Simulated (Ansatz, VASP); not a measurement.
**TiNb7C8 (random rock-salt alloy of NbC and TiC): VASP beside Ansatz**

One calculation is typed for both programs; each brings its own data sets. How far apart do they land? The structure shown is the start of the Ansatz relaxation below; VASP solves that cell, so the two are compared at the walk's first step.

Calculated with Ansatz 0.2.0; plane waves, with VASP 6.6.1 beside it; single point at revPBE.

### 1. The structure

The cell holds 64 atoms: 28 Nb, 32 C and 4 Ti. Cell: a = 8.905 Å, b = 8.905 Å, c = 8.905 Å, α = 90.0°, β = 90.0°, γ = 90.0°. It derives from NbC (rock-salt), repeated 2×2×2. Rock-salt NbC, 2 x 2 x 2 conventional cells, 4 of 32 Nb sites given to Ti at random (x = 0.125), lattice by Vegard's rule (a = 4.452 A); (so at first; earlier steps may have moved the atoms), displaced by a Gaussian of 0.02 A.

### 2. Ansatz: relaxation, revPBE

Ansatz runs on its PAW soft_1 files.

The two programs are compared at the cell with which this relaxation starts, whose forces are those of its first step.

File input.yaml:

```yaml
crystal:
  lattice:
    - [8.9046, 0.0, 0.0]
    - [0.0, 8.9046, 0.0]
    - [0.0, 0.0, 8.9046]
  atoms:
    - { symbol: Nb, position: [0.00198, 0.99925, 0.00134] }
    - { symbol: C, position: [0.25229, 0.00282, 0.99901] }
    - { symbol: Nb, position: [0.99948, 0.25151, 0.2509] }
    - { symbol: C, position: [0.25245, 0.25114, 0.25299] }
    - { symbol: Nb, position: [0.24845, 0.00358, 0.24898] }
    - { symbol: C, position: [0.00265, 0.00274, 0.24679] }
    - { symbol: Nb, position: [0.24733, 0.25407, 0.99805] }
    - { symbol: C, position: [0.00019, 0.25344, 0.99864] }
    - { symbol: Nb, position: [0.99907, 0.99993, 0.49986] }
    - { symbol: C, position: [0.25241, 0.00216, 0.49774] }
    - { symbol: Nb, position: [0.99944, 0.25377, 0.75141] }
    - { symbol: C, position: [0.25122, 0.25202, 0.75188] }
    - { symbol: Nb, position: [0.25187, 0.99711, 0.75044] }
    - { symbol: C, position: [0.99955, 0.0044, 0.74921] }
    - { symbol: Nb, position: [0.2513, 0.25076, 0.4971] }
    - { symbol: C, position: [0.99953, 0.24408, 0.49992] }
    - { symbol: Nb, position: [0.00306, 0.50025, 0.99636] }
    - { symbol: C, position: [0.25132, 0.49902, 0.99669] }
    - { symbol: Nb, position: [0.99527, 0.75288, 0.24905] }
    - { symbol: C, position: [0.24919, 0.74922, 0.25141] }
    - { symbol: Nb, position: [0.25227, 0.5018, 0.24901] }
    - { symbol: C, position: [0.00186, 0.50384, 0.25167] }
    - { symbol: Nb, position: [0.25087, 0.7517, 0.99922] }
    - { symbol: C, position: [0.00199, 0.74947, 0.99929] }
    - { symbol: Nb, position: [0.00413, 0.49872, 0.50005] }
    - { symbol: C, position: [0.24574, 0.4991, 0.499] }
    - { symbol: Ti, position: [0.0039, 0.75314, 0.74732] }
    - { symbol: C, position: [0.24863, 0.75022, 0.74831] }
    - { symbol: Nb, position: [0.24833, 0.50049, 0.74831] }
    - { symbol: C, position: [0.00459, 0.50142, 0.74448] }
    - { symbol: Nb, position: [0.25009, 0.75053, 0.50081] }
    - { symbol: C, position: [0.99637, 0.75155, 0.5004] }
    - { symbol: Nb, position: [0.50316, 0.99722, 0.99971] }
    - { symbol: C, position: [0.7508, 0.99706, 0.99745] }
    - { symbol: Nb, position: [0.50091, 0.24542, 0.2496] }
    - { symbol: C, position: [0.74713, 0.24815, 0.25008] }
    - { symbol: Nb, position: [0.74716, 0.00106, 0.24907] }
    - { symbol: C, position: [0.49754, 0.00291, 0.24783] }
    - { symbol: Nb, position: [0.75156, 0.24957, 0.99909] }
    - { symbol: C, position: [0.49924, 0.24518, 0.00159] }
    - { symbol: Nb, position: [0.4997, 0.00135, 0.49724] }
    - { symbol: C, position: [0.74893, 0.00268, 0.50029] }
    - { symbol: Nb, position: [0.49857, 0.25024, 0.74978] }
    - { symbol: C, position: [0.74458, 0.25145, 0.75066] }
    - { symbol: Nb, position: [0.75159, 0.00069, 0.74798] }
    - { symbol: C, position: [0.50091, 0.99732, 0.75152] }
    - { symbol: Nb, position: [0.74943, 0.24702, 0.50072] }
    - { symbol: C, position: [0.49981, 0.25283, 0.49833] }
    - { symbol: Nb, position: [0.50255, 0.50026, 0.00275] }
    - { symbol: C, position: [0.74799, 0.50166, 0.00037] }
    - { symbol: Ti, position: [0.50014, 0.7481, 0.2502] }
    - { symbol: C, position: [0.75039, 0.75163, 0.25293] }
    - { symbol: Nb, position: [0.75193, 0.4992, 0.25096] }
    - { symbol: C, position: [0.5039, 0.49551, 0.24803] }
    - { symbol: Nb, position: [0.75154, 0.74902, 0.00249] }
    - { symbol: C, position: [0.49748, 0.74643, 0.00219] }
    - { symbol: Nb, position: [0.49883, 0.50006, 0.49944] }
    - { symbol: C, position: [0.74935, 0.50038, 0.50417] }
    - { symbol: Ti, position: [0.49673, 0.74878, 0.75087] }
    - { symbol: C, position: [0.75343, 0.74983, 0.75155] }
    - { symbol: Ti, position: [0.75097, 0.49885, 0.75093] }
    - { symbol: C, position: [0.50068, 0.50038, 0.749] }
    - { symbol: Nb, position: [0.74997, 0.75788, 0.49975] }
    - { symbol: C, position: [0.50022, 0.74925, 0.50376] }
kpoints:
  mp_grid: { grid: [2, 2, 2] }
hamiltonian:
  xc: revpbe
  pseudopotentials: { kind: paw, azcp: { folder: soft_1 } }
scf:
  occupations: { method: fermi_dirac, width: 0.025 }
output:
  forces: true
relax:
  f_tol: 0.05
  max_steps: 150
  cell: {}
```

Launch:

```sh
ansatz run input.yaml --threads 8 --pin off --max-ram 15872MiB --backend cpu --events-out ev --progress --plain --runs-dir out
```

Numbers of over 12 decimals in the logs are rounded to 6 here.

What it wrote:

```text
Engine: ansatz 0.2.0, x86_64-unknown-linux-gnu
Pseudopotentials: kind: paw
Pseudopotential: Nb, paw, valence charge 13, recommended cutoff 420 eV (normal), soft_1/Nb.paw.azcp
Pseudopotential: C, paw, valence charge 4, recommended cutoff 420 eV (normal), soft_1/C.paw.azcp
Pseudopotential: Ti, paw, valence charge 12, recommended cutoff 420 eV (normal), soft_1/Ti.paw.azcp
Functional definition: revPBE
  parameter kappa = 1.245
  parameter beta = 0.066725
  exchange = pbe_x(kappa = kappa, mu = beta*pi^2/3)
  correlation = pbe_c(beta = beta)
Crystal: 64 atoms, lattice volume = 706.063 Å³
Basis set: ecut = 420 eV, 13805 PW (Γ), exchange–correlation on 120×120×120 points (8 copies of the dense FFT grid, shifted against one another)
Bands: 334, of which v1, the nominal top of the filled ones, is band 270 counted from 1 (269 counted from 0)
Symmetry: 1 space group operations
Space group: P1 (ITA 1), of the structure as read, at distance tolerance 8.9e-5 Å
k-points: 8
Non-local potential: Nb, projectors of the file, l = 0: 3, l = 1: 2, l = 2: 2, l = 3: 1
Non-local potential: C, projectors of the file, l = 0: 2, l = 1: 2, l = 2: 1
Non-local potential: Ti, projectors of the file, l = 0: 3, l = 1: 2, l = 2: 3, l = 3: 1
PAW form: soft (Blöchl's): semilocal exchange-correlation on the pseudo side does not see the compensation charge
PAW frozen core: Nb, regenerated for the run's functional, and the local potential with it (the file was generated under x = pbe(κ = 0.804, μ = 0.219515), c = pbe(β = 0.066725))
PAW frozen core: C, regenerated for the run's functional, and the local potential with it (the file was generated under x = pbe(κ = 0.804, μ = 0.219515), c = pbe(β = 0.066725))
PAW frozen core: Ti, regenerated for the run's functional, and the local potential with it (the file was generated under x = pbe(κ = 0.804, μ = 0.219515), c = pbe(β = 0.066725))
PAW one-centre angular grid: Nb, 590 points (default); XC on 64 Gauss nodes
PAW one-centre angular grid: C, 110 points (default); XC on 64 Gauss nodes
PAW one-centre angular grid: Ti, 590 points (default); XC on 64 Gauss nodes
Initial density: superposition of atomic densities (chi_scale 0.1, normalization cell, long waves kept (reshape's long-wave potential 0.02 eV rms))
Initial wavefunctions: pseudopotential atomic-orbital guess
Functional: x = revpbe(κ = 1.245, μ = 0.219515), c = pbe(β = 0.066725)
SCF iter   1: F=—  HF=-145777.895523 eV  |F-HF|=—  |Δ(HF+E_count)|=         —  Δρ=1.63e-1  dr2=2.97e2  ethr=3.10e-3  ⟨swp⟩=4.5  Hψ=8110  notcnv=0  defer=195
preconditioner: auto → Kerker (q_TF=auto, 2.609 Å⁻¹)  [metal: Δε(μ)=0.022 eV  Ē_g=8.515 eV  σ=0.025 eV  W_gap=0.22  n_scr=202 (ndim 8)  ℏωp=23.6 eV  f_vac=0.000  D(μ)=15.90/eV (n_scr^D=92)]
SCF iter   2: F=—  HF=-145719.664760 eV  |F-HF|=—  |Δ(HF+E_count)|=    5.82e1  Δρ=7.16e-2  dr2=5.95e1  ethr=3.10e-3  ⟨swp⟩=2.5  Hψ=5042  notcnv=0  defer=402
SCF iter   3: F=—  HF=-145707.362187 eV  |F-HF|=—  |Δ(HF+E_count)|=    1.23e1  Δρ=1.64e-2  dr2=1.76e0  ethr=3.10e-3  ⟨swp⟩=3.9  Hψ=6516  notcnv=0  defer=419
SCF iter   4: F=—  HF=-145707.352205 eV  |F-HF|=—  |Δ(HF+E_count)|=   9.98e-3  Δρ=4.42e-3  dr2=2.98e-1  ethr=3.26e-4  ⟨swp⟩=3.1  Hψ=3435  notcnv=0  defer=402
SCF iter   5: F=—  HF=-145707.310011 eV  |F-HF|=—  |Δ(HF+E_count)|=   4.22e-2  Δρ=6.10e-4  dr2=9.33e-3  ethr=5.51e-5  ⟨swp⟩=2.8  Hψ=3466  notcnv=0  defer=402
SCF iter   6: F=—  HF=-145707.309599 eV  |F-HF|=—  |Δ(HF+E_count)|=   4.12e-4  Δρ=1.57e-4  dr2=5.02e-4  ethr=1.73e-6  ⟨swp⟩=2.0  Hψ=3089  notcnv=0  defer=402
SCF iter   7: F=—  HF=-145707.309573 eV  |F-HF|=—  |Δ(HF+E_count)|=   2.54e-5  Δρ=9.80e-5  dr2=1.07e-4  ethr=9.29e-8  ⟨swp⟩=2.1  Hψ=3356  notcnv=0  defer=402
SCF iter   8: F=—  HF=-145707.309560 eV  |F-HF|=—  |Δ(HF+E_count)|=   1.31e-5  Δρ=1.09e-5  dr2=1.47e-6  ethr=1.98e-8  ⟨swp⟩=2.0  Hψ=3369  notcnv=0  defer=402
SCF iter   9: F=—  HF=-145707.312025 eV  |F-HF|=—  |Δ(HF+E_count)|=   2.46e-3  Δρ=7.92e-6  dr2=2.58e-7  ethr=1.85e-11  ⟨swp⟩=5.0  Hψ=10035  notcnv=0
SCF iter  10: F=-145707.312025 eV  HF=-145707.312025 eV  |F-HF|=3.43e-9  |Δ(HF+E_count)|=   1.22e-7  Δρ=1.35e-6  dr2=1.16e-8  ethr=1.85e-11  ⟨swp⟩=3.0  Hψ=7040  notcnv=0
SCF 1 converged in 10 iterations: F = -145707.312025 eV  dr2 = 1.16e-8
  greatest PAW one-centre occupation: 0.999 electrons in one spin orbital (limit 2), on the Ti atom at site 60 (counted from 0), in its partial waves of l = 0
relax step   1: F+E_penalty+E_count = -145707.31202468 eV  Δ(F+E_penalty+E_count) = +0.000e0 eV  max|allowed force component| = 1.105e0 eV/Å  Δτ_max = 0.0000 Å  P = +7.037 GPa  Ω = 706.063 Å³  (10 SCF iters, dr2 threshold 1.00e-7 eV, accepted)
Crystal: 64 atoms, lattice volume = 730.326 Å³
Basis set: ecut = 420 eV, 14237 PW (Γ), exchange–correlation on 120×120×120 points (8 copies of the dense FFT grid, shifted against one another)
[...]
atom  12  C      0.00005769    -0.00000991    -0.00025244
  atom  13  Nb     0.00145226     0.00014439    -0.00121390
  atom  14  C     -0.00043764     0.00017200    -0.00061862
  atom  15  Nb    -0.00055439     0.00119391     0.00017605
  atom  16  C      0.00025850     0.00030512    -0.00108987
  atom  17  Nb     0.00181686    -0.00324361    -0.00148358
  atom  18  C      0.00119255    -0.00156960     0.00103157
  atom  19  Nb     0.00159203     0.00202200     0.00065484
  atom  20  C     -0.00024652    -0.00056282     0.00007233
  atom  21  Nb    -0.00059459    -0.00251405     0.00304842
  atom  22  C     -0.00108741     0.00102028     0.00002489
  atom  23  Nb     0.00167387    -0.00256621     0.00068540
  atom  24  C     -0.00080965    -0.00059254    -0.00058701
  atom  25  Nb    -0.00030542     0.00105676    -0.00002667
  atom  26  C     -0.00010066     0.00006728    -0.00119194
  atom  27  Ti     0.00050783     0.00000896    -0.00189657
  atom  28  C      0.00029192     0.00050842     0.00064764
  atom  29  Nb     0.00141471    -0.00007386     0.00129940
  atom  30  C     -0.00063741     0.00103341     0.00110935
  atom  31  Nb     0.00240196     0.00219661     0.00072058
  atom  32  C     -0.00025595     0.00030782     0.00026180
  atom  33  Nb    -0.00117500     0.00026185     0.00060739
  atom  34  C     -0.00030189    -0.00035314     0.00078035
  atom  35  Nb    -0.00015151    -0.00059205    -0.00132425
[...]
atom  57  Nb    -0.00023998    -0.00267641     0.00234706
  atom  58  C      0.00013630    -0.00027463    -0.00143366
  atom  59  Ti    -0.00049917     0.00010397    -0.00142419
  atom  60  C      0.00001955     0.00033581     0.00033205
  atom  61  Ti    -0.00045865    -0.00618774    -0.00076501
  atom  62  C      0.00070162     0.00135462     0.00065427
  atom  63  Nb    -0.00128540    -0.00179225     0.00258878
  atom  64  C      0.00010119     0.00053487     0.00046750
  max |Σ_I F_I| component: 7.03e-6 eV/Å
--- Stress (GPa, compression-positive) ---
        0.027058       0.000348       0.002049
        0.000348       0.016442       0.006189
        0.002049       0.006189       0.019044
  P = ⅓ Tr σ = 0.0208 GPa (0.208 kbar)
--- Relaxed structure (22 steps of the walk, 18 accepted, 1 SCFs on fresh bases) ---
  F+E_penalty+E_count = -145708.44413278 eV   max|allowed force component| = 6.188e-3 eV/Å   (the final SCF, on the basis selected at the relaxed cell)
  cell:  # Å, volume = 722.0447 Å³
    - [8.974381, 0.0048019, -0.000259767]
    - [0.0048019, 8.970033, 0.000747124]
    - [-0.000259767, 0.000747124, 8.969447]
  atoms:
    - { symbol: Nb, position: [0.00516726, 1.002736, -0.000798286] }
    - { symbol: C, position: [0.250283, -0.000537761, 0.999608] }
    - { symbol: Nb, position: [1.000207, 0.249645, 0.245055] }
    - { symbol: C, position: [0.250848, 0.250096, 0.250011] }
    - { symbol: Nb, position: [0.251619, -0.000557954, 0.245283] }
    - { symbol: C, position: [0.000627606, -0.000944118, 0.250270] }
    - { symbol: Nb, position: [0.245574, 0.245486, 1.000433] }
    - { symbol: C, position: [0.000226355, 0.250810, 0.999038] }
    - { symbol: Nb, position: [0.994938, 0.999657, 0.500706] }
    - { symbol: C, position: [0.250101, 0.000390607, 0.499765] }
    - { symbol: Nb, position: [0.998936, 0.250390, 0.753772] }
    - { symbol: C, position: [0.250660, 0.250543, 0.749593] }
    - { symbol: Nb, position: [0.250468, 0.999251, 0.753781] }
    - { symbol: C, position: [1.000077, -0.00344198, 0.749445] }
    - { symbol: Nb, position: [0.251185, 0.256214, 0.499317] }
    - { symbol: C, position: [1.000141, 0.250527, 0.500127] }
    - { symbol: Nb, position: [-0.00173477, 0.497625, 0.996602] }
    - { symbol: C, position: [0.250792, 0.500798, 0.999654] }
    - { symbol: Nb, position: [1.000891, 0.751028, 0.251891] }
    - { symbol: C, position: [0.252967, 0.750699, 0.249629] }
    - { symbol: Nb, position: [0.251133, 0.501235, 0.256319] }
    - { symbol: C, position: [-0.000799878, 0.501421, 0.249580] }
    - { symbol: Nb, position: [0.251801, 0.754700, 0.997977] }
    - { symbol: C, position: [-0.000272954, 0.749759, 0.997546] }
    - { symbol: Nb, position: [0.00526606, 0.501063, 0.502675] }
    - { symbol: C, position: [0.250367, 0.501276, 0.500617] }
    - { symbol: Ti, position: [-0.000132219, 0.750253, 0.748346] }
    - { symbol: C, position: [0.250485, 0.750495, 0.750096] }
    - { symbol: Nb, position: [0.250024, 0.501499, 0.744590] }
    - { symbol: C, position: [-0.00283398, 0.503482, 0.749850] }
    - { symbol: Nb, position: [0.250627, 0.745691, 0.501565] }
    - { symbol: C, position: [1.000148, 0.750388, 0.503081] }
    - { symbol: Nb, position: [0.495457, 0.998237, 0.999147] }
    - { symbol: C, position: [0.750152, 0.999588, 0.999612] }
    - { symbol: Nb, position: [0.499905, 0.249980, 0.252433] }
    - { symbol: C, position: [0.749429, 0.251422, 0.249710] }
    - { symbol: Nb, position: [0.749112, 0.000263627, 0.255890] }
    - { symbol: C, position: [0.500001, -0.00292672, 0.249630] }
    - { symbol: Nb, position: [0.754844, 0.251688, 0.997987] }
    - { symbol: C, position: [0.500301, 0.250912, -0.000222076] }
    - { symbol: Nb, position: [0.505269, -0.000883025, 0.500376] }
    - { symbol: C, position: [0.750090, -0.000734741, 0.500621] }
    - { symbol: Nb, position: [0.501524, 0.250088, 0.747545] }
    - { symbol: C, position: [0.749905, 0.253957, 0.749778] }
    - { symbol: Nb, position: [0.750067, -0.000807306, 0.744722] }
    - { symbol: C, position: [0.500278, 0.996736, 0.749923] }
    - { symbol: Nb, position: [0.749023, 0.244651, 0.501348] }
    - { symbol: C, position: [0.500040, 0.250527, 0.500014] }
    - { symbol: Nb, position: [0.502028, 0.502954, -0.00199037] }
    - { symbol: C, position: [0.749844, 0.501230, -0.00375319] }
    - { symbol: Ti, position: [0.499753, 0.750746, 0.250398] }
    - { symbol: C, position: [0.747787, 0.749446, 0.248793] }
    - { symbol: Nb, position: [0.749287, 0.500530, 0.250312] }
    - { symbol: C, position: [0.500985, 0.503715, 0.248670] }
    - { symbol: Nb, position: [0.748542, 0.749330, -0.00316064] }
    - { symbol: C, position: [0.500705, 0.749948, -0.000981966] }
    - { symbol: Nb, position: [0.495493, 0.501722, 0.500946] }
    - { symbol: C, position: [0.750488, 0.500436, 0.501698] }
    - { symbol: Ti, position: [0.500494, 0.750512, 0.749004] }
    - { symbol: C, position: [0.749780, 0.747535, 0.750452] }
    - { symbol: Ti, position: [0.750439, 0.502251, 0.748749] }
    - { symbol: C, position: [0.503168, 0.503443, 0.750668] }
    - { symbol: Nb, position: [0.749692, 0.754929, 0.501853] }
    - { symbol: C, position: [0.500274, 0.750398, 0.500375] }
```

(Continued in part 2 of 2.)

[Lines on the potential files, build, host, timing and source positions are cut from VASP's logs without a mark.]

[Logs are printed without paths, hosts, clocks, repeated set-up lines and the standing remarks that a program may print on its own settings, such as how far it seeks lower states.]

[Hosts, paths, dates, database ids (printed as entryN), source tags and the programs' standing remarks are cut or masked in the printed files.]
